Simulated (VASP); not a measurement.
Output of a VASP run:

OUTCAR:
```
 ion  position               nearest neighbor table
   1  0.000  0.000  0.000-   2 2.60   2 2.80   2 2.80   2 2.80   2 2.80   2 3.00
   2  0.464  0.536  0.464-   1 2.60   1 2.80   1 2.80   1 2.80   1 2.80   1 3.00
  LATTYP: Found a face centered cubic cell.
 ALAT       =     5.5945400000
 Subroutine PRICEL returns:
 Original cell was already a primitive cell.
 Subroutine GETGRP returns: Found  8 space group operations
The static configuration has the point symmetry C_4v.
The dynamic configuration has the point symmetry C_4v.
 Subroutine INISYM returns: Found  8 space group operations
 Subroutine IBZKPT returns following result:
 Found    102 irreducible k-points:

 Following reciprocal coordinates:
            Coordinates               Weight
  0.000000  0.000000  0.000000      1.000000
  0.100000  0.000000  0.000000      8.000000
  0.200000  0.000000  0.000000      8.000000
  0.300000  0.000000  0.000000      8.000000
  0.400000  0.000000  0.000000      8.000000
  0.500000  0.000000  0.000000      4.000000
  0.100000  0.100000  0.000000      4.000000
  0.100000  0.000000  0.100000      2.000000
  0.200000  0.100000  0.000000     16.000000
  0.100000  0.000000  0.200000      8.000000
  0.300000  0.100000  0.000000     16.000000
  0.100000  0.000000  0.300000      8.000000
  0.400000  0.100000  0.000000     16.000000
  0.100000  0.000000  0.400000      8.000000
  0.500000  0.100000  0.000000     16.000000
  0.100000  0.000000  0.500000      8.000000
 -0.400000  0.100000  0.000000     16.000000
  0.100000  0.000000 -0.400000      8.000000
 -0.300000  0.100000  0.000000     16.000000
  0.100000  0.000000 -0.300000      8.000000
 -0.200000  0.100000  0.000000     16.000000
  0.100000  0.000000 -0.200000      8.000000
 -0.100000  0.100000  0.000000      8.000000
  0.100000  0.000000 -0.100000      4.000000
  0.200000  0.200000  0.000000      4.000000
  0.200000  0.000000  0.200000      2.000000
  0.300000  0.200000  0.000000     16.000000
  0.200000  0.000000  0.300000      8.000000
  0.400000  0.200000  0.000000     16.000000
  0.200000  0.000000  0.400000      8.000000
  0.500000  0.200000  0.000000     16.000000
  0.200000  0.000000  0.500000      8.000000
 -0.400000  0.200000  0.000000     16.000000
  0.200000  0.000000 -0.400000      8.000000
 -0.300000  0.200000  0.000000     16.000000
  0.200000  0.000000 -0.300000      8.000000
 -0.200000  0.200000  0.000000      8.000000
  0.200000  0.000000 -0.200000      4.000000
  0.300000  0.300000  0.000000      4.000000
  0.300000  0.000000  0.300000      2.000000
   k-points           NKPTS =    102   k-points in BZ     NKDIM =    102   number of bands    NBANDS=     11
   number of dos      NEDOS =    301   number of ions     NIONS =      2
   total plane-waves  NPLWV =  21952
   dimension x,y,z NGX =    28 NGY =   28 NGZ =   28
   dimension x,y,z NGXF=    56 NGYF=   56 NGZF=   56
   ions per type =               1   1
   PREC   = accura    normal or accurate (medium, high low for compatibility)
   ISTART =      0    job   : 0-new  1-cont  2-samecut
   ICHARG =      2    charge: 1-file 2-atom 10-const
   ISPIN  =      1    spin polarized calculation?
   LNONCOLLINEAR =      F non collinear calculations
   LSORBIT =      F    spin-orbit coupling
   INIWAV =      1    electr: 0-lowe 1-rand  2-diag
   ENCUT  =  480.0 eV  35.28 Ry    5.94 a.u.   7.07  7.07  7.07*2*pi/ulx,y,z
   NELM   =    100;   NELMIN=  2; NELMDL= -5     # of ELM steps
   EDIFF  = 0.1E-06   stopping-criterion for ELM
   LREAL  =      F    real-space projection
   NLSPLINE    = F    spline interpolate recip. space projectors
   LMAXMIX     =    6 max onsite mixed and CHGCAR
   VOSKOWN=      0    Vosko Wilk Nusair interpolation
   EDIFFG = 0.1E-05   stopping-criterion for IOM
   NSW    =      0    number of steps for IOM
   NBLOCK =      1;   KBLOCK =      1    inner block; outer block
   IBRION =     -1    ionic relax: 0-MD 1-quasi-New 2-CG
...
```

File OSZICAR:
```
       N       E                     dE             d eps       ncg     rms          rms(c)
DAV:   1     0.129084752964E+01    0.12908E+01   -0.69237E+03  3489   0.135E+03
DAV:   2    -0.546191221835E+02   -0.55910E+02   -0.52459E+02  3765   0.464E+02
DAV:   3    -0.576322381257E+02   -0.30131E+01   -0.29442E+01  3703   0.717E+01
DAV:   4    -0.576807680457E+02   -0.48530E-01   -0.47224E-01  3862   0.534E+00
DAV:   5    -0.576821235872E+02   -0.13555E-02   -0.11385E-02  3780   0.511E-01    0.238E+01
DAV:   6    -0.558006631124E+02    0.18815E+01   -0.10518E+00  3658   0.256E+01    0.130E+01
DAV:   7    -0.558298342091E+02   -0.29171E-01   -0.26729E-01  3706   0.680E+00    0.261E+00
DAV:   8    -0.558075825488E+02    0.22252E-01   -0.27591E-01  3674   0.871E+00    0.625E-01
DAV:   9    -0.558300770859E+02   -0.22495E-01   -0.25257E-01  3725   0.586E+00    0.107E+00
DAV:  10    -0.558605996844E+02   -0.30523E-01   -0.56742E-02  3674   0.260E+00    0.342E-01
DAV:  11    -0.558606404870E+02   -0.40803E-04   -0.65359E-03  4096   0.854E-01    0.146E-01
DAV:  12    -0.558606725051E+02   -0.32018E-04   -0.95473E-04  3662   0.470E-01    0.587E-02
DAV:  13    -0.558617687502E+02   -0.10962E-02   -0.60378E-04  3588   0.232E-01    0.170E-02
DAV:  14    -0.558619174686E+02   -0.14872E-03   -0.21681E-04  4111   0.133E-01    0.802E-03
DAV:  15    -0.558619166840E+02    0.78461E-06   -0.92235E-06  3622   0.399E-02    0.870E-03
DAV:  16    -0.558619258448E+02   -0.91608E-05   -0.47639E-06  3374   0.251E-02    0.228E-03
DAV:  17    -0.558619247982E+02    0.10466E-05   -0.37109E-06  3722   0.190E-02    0.277E-03
DAV:  18    -0.558619262658E+02   -0.14676E-05   -0.44606E-07  2921   0.716E-03    0.150E-03
DAV:  19    -0.558619268640E+02   -0.59823E-06   -0.34961E-07  3448   0.503E-03    0.499E-04
DAV:  20    -0.558619270130E+02   -0.14898E-06   -0.90490E-09  1740   0.174E-03    0.193E-04
DAV:  21    -0.558619269692E+02    0.43748E-07   -0.69461E-09  1548   0.217E-03
   1 F= -.55861927E+02 E0= -.55862042E+02  d E =0.345613E-03
```

OUTCAR:
```
------------------------ aborting loop because EDIFF is reached ----------------------------------------
  FORCE on cell =-STRESS in cart. coord.  units (eV):
  Direction    XX          YY          ZZ          XY          YZ          ZX
  --------------------------------------------------------------------------------------
  Total       -0.1005721      1.6765687     -0.1005721     -0.0000000      0.0000000     -0.0000000
  in kB       -3.6809063     61.3618987     -3.6809063     -0.0000000      0.0000000     -0.0000000
  external PRESSURE =      18.0000287 kB  Pullay stress =       0.0000000 kB
  volume of cell :       43.78
      direct lattice vectors                 reciprocal lattice vectors
     0.000000000  2.797270000  2.797270000    -0.178745706  0.178745706  0.178745706
     2.797270000  0.000000000  2.797270000     0.178745706 -0.178745706  0.178745706
     2.797270000  2.797270000  0.000000000     0.178745706  0.178745706 -0.178745706
 POSITION                                       TOTAL-FORCE (eV/Angst)
 -----------------------------------------------------------------------------------
      0.00000      0.00000      0.00000         0.000000     -1.503020      0.000000
      2.79727      2.59727      2.79727         0.000000      1.503020      0.000000
 -----------------------------------------------------------------------------------
    total drift:                                0.000002      0.000424      0.000002
  FREE ENERGIE OF THE ION-ELECTRON SYSTEM (eV)
  ---------------------------------------------------
  free  energy   TOTEN  =       -55.8619269692 eV

  energy  without entropy=      -55.8622725819  energy(sigma->0) =      -55.86204217
```
(Selected blocks of OUTCAR.)

POSCAR:
```
LuSe
1
    0.0000000000     2.7972700000     2.7972700000
    2.7972700000     0.0000000000     2.7972700000
    2.7972700000     2.7972700000     0.0000000000
Lu Se
1 1
Direct
  0.0000000000   0.0000000000   0.0000000000
  0.4642508589   0.5357491411   0.4642508589
```

Question: Reconstruct the remaining input files.

Answer: Several could match; the one computed here: the input of the run itself, r2SCAN meta-GGA, plane waves, VASP's PBE PAW potentials (set 64).

### INCAR
```
! general
SYSTEM   =  LuSe
PREC     =  Accurate
ENCUT    =  480
LREAL    =  .FALSE.   ! projection in real space or not
LASPH    =  .TRUE.   ! aspherical one-centre terms

! electronic loop
EDIFF    =  1E-7   ! SCF stop (eV)
NELM     =  100   ! most electronic steps
ALGO     =  Normal   ! blocked Davidson
LMAXMIX  =  6   ! l cut-off of mixed one-centre charges
LMIXTAU  =  .TRUE.

! smearing
ISMEAR   =  1   ! Methfessel-Paxton
SIGMA    =  0.1

! functional
METAGGA  =  R2SCAN

! ions
ISIF     =  2   ! forces and stress, cell fixed

! output
LWAVE    =  .FALSE.
LCHARG   =  .FALSE.
```

**KPOINTS**
```
Automatic mesh
0
Gamma
10 10 10
0 0 0
```

POTCAR, in this order: Lu_3 Se (PBE.64 set). Program: vasp_std.

The structure comes from a computed database's LuSe entry (Fm-3m); how it stands against other phases isn't given here. This cell was strained or had an atom moved on purpose. The electron count is odd and the run is not spin-polarised, which forces a metal.
